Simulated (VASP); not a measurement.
ZrAu2 (space group I4/mmm): computed properties

All values below come from PBEsol GGA, VASP's PBE PAW potentials (set 64) (plane waves; VASP).

| Property | Value |
|---|---|
| space group | I4/mmm (139) |
| cell | a = 3.5395 Å, b = 3.5395 Å, c = 8.7305 Å, α = 90.00°, β = 90.00°, γ = 90.00° |
| volume per atom | 18.23 Å³/atom |
| band gap (over mesh and band path) | none (metal, semimetal or under 0.01 eV) |
| density | 14.73 g/cm³ |

```xyz
3
Lattice="-1.7698 1.7698 4.3652 1.7698 -1.7698 4.3652 1.7698 1.7698 -4.3652" Properties=species:S:1:pos:R:3 pbc="T T T"
Zr     1.7698     1.7698    -4.3652
Au     0.0000     0.0000     5.8386
Au     0.0000     0.0000     2.8918
```

Unless said otherwise, spin-orbit coupling is left out, though it shifts the bands of the heavy elements here.

The structure comes from a computed database's ZrAu2 entry (I4/mmm); how it stands against other phases isn't given here. It was relaxed first. Symmetry was kept, so distortions that lower it aren't found.
